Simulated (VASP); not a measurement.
The system is Al.

```xyz
1
Lattice="0.0000 2.0248 2.0248 2.0248 0.0000 2.0248 2.0248 2.0248 0.0000" Properties=species:S:1:pos:R:3 pbc="T T T"
Al    0.0000    0.0000    0.0000
```

```yaml
Program: VASP 6.6.1
Task: relaxation of cell and atoms
Functional: PBEsol
Potentials_or_basis: VASP PAW PBE potentials, release 64 (Al)
Cutoff: 600 eV
k_mesh: 16 × 16 × 16
Occupations: methfessel-paxton, width 0.1 eV
Spin: no spin polarisation
```

At the start: pressure -2.0 GPa; volume 16.60 Å³/atom.

Problem. Where does the relaxation end?

Solution. Over 3 steps the energy falls by 2.7 meV/atom and the volume is 16.19 Å³/atom (-2.5 %); space group Fm-3m (No. 225, to 0.05 Å).

Step by step:
```csv
step,energy change (eV),largest force (eV/Å),pressure (GPa),volume (Å³)
1,0.0000,0.0000,-2.01,16.60
2,-0.0026,0.0000,0.43,16.11
3,-0.0027,0.0000,0.00,16.19
```

Final structure:
```cif
data_structure
_symmetry_space_group_name_H-M 'P 1'
_symmetry_Int_Tables_number 1
_cell_length_a 2.8395
_cell_length_b 2.8395
_cell_length_c 2.8395
_cell_angle_alpha 60.000
_cell_angle_beta 60.000
_cell_angle_gamma 60.000
_cell_volume 16.19
loop_
_atom_site_label
_atom_site_type_symbol
_atom_site_fract_x
_atom_site_fract_y
_atom_site_fract_z
_atom_site_occupancy
Al1 Al 0.00000 0.00000 0.00000 1
```

Caveat: the PAW data sets were made with another functional, which shifts forces and pressure a little.
